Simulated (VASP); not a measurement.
Computed with PBEsol GGA, VASP's PBE PAW potentials (set 64) (plane waves; VASP 6.6.1).

VASP input:

File KPOINTS:
```
Regular mesh
0
gamma
  13 13 13
0 0 0
```

POSCAR:
```
FeAl
1
    0.0000000000     2.7384084295     2.7384084295
    2.7384084295     0.0000000000     2.7384084295
    2.7384084295     2.7384084295     0.0000000000
Fe Al
1 1
Direct
  1.0000000000   1.0000000000   1.0000000000
  0.2500000000   0.2500000000   0.2500000000
```

### INCAR
```
ALGO=Normal
EDIFF=1E-7
ENCUT=400
GGA=PS
ISIF=2
ISMEAR=-5
ISPIN=2
LASPH=.TRUE.
LCHARG=.TRUE.
LMAXMIX=4
LORBIT=11
LREAL=.FALSE.
LWAVE=.FALSE.
MAGMOM=2.3 -0.1
NEDOS=601
NELM=100
PREC=Accurate
SYSTEM=FeAl
```

POTCAR, in this order: Fe Al (PBE.64 set). Program: vasp_std.

The run wrote:

OUTCAR:
```
 ion  position               nearest neighbor table
   1  0.000  0.000  0.000-   2 2.37   2 2.37   2 2.37   2 2.37
   2  0.250  0.250  0.250-   1 2.37   1 2.37   1 2.37   1 2.37
  LATTYP: Found a face centered cubic cell.
 ALAT       =     5.4768168590
 Subroutine PRICEL returns:
 Original cell was already a primitive cell.
 Subroutine GETGRP returns: Found 24 space group operations
The static configuration has the point symmetry T_d .
The dynamic configuration has the point symmetry T_d .
The overall configuration has the point symmetry T_d .
 Subroutine INISYM returns: Found 24 space group operations
 Subroutine IBZKPT returns following result:
 Found     84 irreducible k-points:

 Following reciprocal coordinates:
            Coordinates               Weight
  0.000000  0.000000  0.000000      1.000000
  0.076923  0.000000  0.000000      8.000000
  0.153846  0.000000  0.000000      8.000000
  0.230769  0.000000  0.000000      8.000000
  0.307692  0.000000  0.000000      8.000000
  0.384615  0.000000  0.000000      8.000000
  0.461538  0.000000  0.000000      8.000000
  0.076923  0.076923  0.000000      6.000000
  0.153846  0.076923  0.000000     24.000000
  0.230769  0.076923  0.000000     24.000000
  0.307692  0.076923  0.000000     24.000000
  0.384615  0.076923  0.000000     24.000000
  0.461538  0.076923  0.000000     24.000000
 -0.461538  0.076923  0.000000     24.000000
 -0.384615  0.076923  0.000000     24.000000
 -0.307692  0.076923  0.000000     24.000000
 -0.230769  0.076923  0.000000     24.000000
 -0.153846  0.076923  0.000000     24.000000
 -0.076923  0.076923  0.000000     12.000000
  0.153846  0.153846  0.000000      6.000000
  0.230769  0.153846  0.000000     24.000000
  0.307692  0.153846  0.000000     24.000000
  0.384615  0.153846  0.000000     24.000000
  0.461538  0.153846  0.000000     24.000000
 -0.461538  0.153846  0.000000     24.000000
 -0.384615  0.153846  0.000000     24.000000
 -0.307692  0.153846  0.000000     24.000000
 -0.230769  0.153846  0.000000     24.000000
 -0.153846  0.153846  0.000000     12.000000
  0.230769  0.230769  0.000000      6.000000
  0.307692  0.230769  0.000000     24.000000
  0.384615  0.230769  0.000000     24.000000
  0.461538  0.230769  0.000000     24.000000
 -0.461538  0.230769  0.000000     24.000000
 -0.384615  0.230769  0.000000     24.000000
 -0.307692  0.230769  0.000000     24.000000
 -0.230769  0.230769  0.000000     12.000000
  0.307692  0.307692  0.000000      6.000000
  0.384615  0.307692  0.000000     24.000000
  0.461538  0.307692  0.000000     24.000000
   k-points           NKPTS =     84   k-points in BZ     NKDIM =     84   number of bands    NBANDS=     10
   number of dos      NEDOS =    601   number of ions     NIONS =      2
   total plane-waves  NPLWV =  21952
   dimension x,y,z NGX =    28 NGY =   28 NGZ =   28
   dimension x,y,z NGXF=    56 NGYF=   56 NGZF=   56
   ions per type =               1   1
   PREC   = accura    normal or accurate (medium, high low for compatibility)
   ISTART =      0    job   : 0-new  1-cont  2-samecut
   ICHARG =      2    charge: 1-file 2-atom 10-const
   ISPIN  =      2    spin polarized calculation?
   LNONCOLLINEAR =      F non collinear calculations
   LSORBIT =      F    spin-orbit coupling
   INIWAV =      1    electr: 0-lowe 1-rand  2-diag
   ENCUT  =  400.0 eV  29.40 Ry    5.42 a.u.   6.32  6.32  6.32*2*pi/ulx,y,z
   NELM   =    100;   NELMIN=  2; NELMDL= -5     # of ELM steps
   EDIFF  = 0.1E-06   stopping-criterion for ELM
   LREAL  =      F    real-space projection
   NLSPLINE    = F    spline interpolate recip. space projectors
...
```

OSZICAR:
```
       N       E                     dE             d eps       ncg     rms          rms(c)
DAV:   1     0.297766574867E+02    0.29777E+02   -0.38633E+03  3368   0.785E+02
DAV:   2    -0.102033544500E+02   -0.39980E+02   -0.37766E+02  3362   0.154E+02
DAV:   3    -0.114678588642E+02   -0.12645E+01   -0.12290E+01  3938   0.353E+01
DAV:   4    -0.114942135851E+02   -0.26355E-01   -0.26346E-01  4038   0.497E+00
DAV:   5    -0.114950420042E+02   -0.82842E-03   -0.82881E-03  3918   0.906E-01    0.121E+01
DAV:   6    -0.166093402197E+02   -0.51143E+01   -0.84392E+01  4042   0.123E+02    0.290E+01
DAV:   7    -0.101861895044E+02    0.64232E+01   -0.41355E+01  3792   0.804E+01    0.346E+00
DAV:   8    -0.102639034106E+02   -0.77714E-01   -0.41175E-01  3898   0.570E+00    0.211E+00
DAV:   9    -0.102735716804E+02   -0.96683E-02   -0.59294E-02  4414   0.278E+00    0.122E+00
DAV:  10    -0.102706633735E+02    0.29083E-02   -0.29407E-02  3908   0.226E+00    0.378E-01
DAV:  11    -0.102704922495E+02    0.17112E-03   -0.18284E-03  3920   0.515E-01    0.930E-02
DAV:  12    -0.102704999842E+02   -0.77347E-05   -0.15680E-04  3870   0.118E-01    0.491E-02
DAV:  13    -0.102705010922E+02   -0.11080E-05   -0.44145E-05  4096   0.817E-02    0.393E-02
DAV:  14    -0.102704984754E+02    0.26169E-05   -0.96645E-06  3752   0.435E-02    0.875E-03
DAV:  15    -0.102704988328E+02   -0.35746E-06   -0.19203E-06  3796   0.973E-03    0.255E-03
DAV:  16    -0.102704990467E+02   -0.21386E-06   -0.13199E-07  1820   0.365E-03    0.189E-03
DAV:  17    -0.102704990698E+02   -0.23079E-07   -0.23687E-08  1792   0.185E-03
   1 F= -.10270499E+02 E0= -.10270499E+02  d E =0.000000E+00  mag=     2.1148
```

### OUTCAR
```
------------------------ aborting loop because EDIFF is reached ----------------------------------------
  FORCE on cell =-STRESS in cart. coord.  units (eV):
  Direction    XX          YY          ZZ          XY          YZ          ZX
  --------------------------------------------------------------------------------------
  Total        0.0273370      0.0273370      0.0273370      0.0000000     -0.0000000     -0.0000000
  in kB        1.0664404      1.0664404      1.0664404      0.0000000     -0.0000000     -0.0000000
  external PRESSURE =       1.0664404 kB  Pullay stress =       0.0000000 kB
  volume of cell :       41.07
      direct lattice vectors                 reciprocal lattice vectors
     0.000000000  2.738408430  2.738408430    -0.182587811  0.182587811  0.182587811
     2.738408430  0.000000000  2.738408430     0.182587811 -0.182587811  0.182587811
     2.738408430  2.738408430  0.000000000     0.182587811  0.182587811 -0.182587811
 POSITION                                       TOTAL-FORCE (eV/Angst)
 -----------------------------------------------------------------------------------
      0.00000      0.00000      0.00000        -0.000000     -0.000000     -0.000000
      1.36920      1.36920      1.36920         0.000000      0.000000      0.000000
 -----------------------------------------------------------------------------------
    total drift:                                0.000000      0.000000      0.000000
  FREE ENERGIE OF THE ION-ELECTRON SYSTEM (eV)
  ---------------------------------------------------
  free  energy   TOTEN  =       -10.2704990698 eV

  energy  without entropy=      -10.2704990698  energy(sigma->0) =      -10.27049907

 total charge

# of ion       s       p       d       tot
------------------------------------------
    1        0.492   0.269   6.327   7.088
    2        0.496   0.365   0.000   0.861
--------------------------------------------------
tot          0.988   0.634   6.327   7.949

 magnetization (x)

# of ion       s       p       d       tot
------------------------------------------
    1        0.050  -0.012   2.227   2.265
    2       -0.021  -0.064   0.000  -0.085
--------------------------------------------------
tot          0.029  -0.076   2.227   2.180
```
(Selected blocks of OUTCAR.)

For a metal the tetrahedron method with Blöchl corrections gives inexact stress and forces.

The structure was generated: FeAl was put into the zinc blende type (F-43m), which need not be its known phase. It was relaxed first, which changed the volume by -18 %.
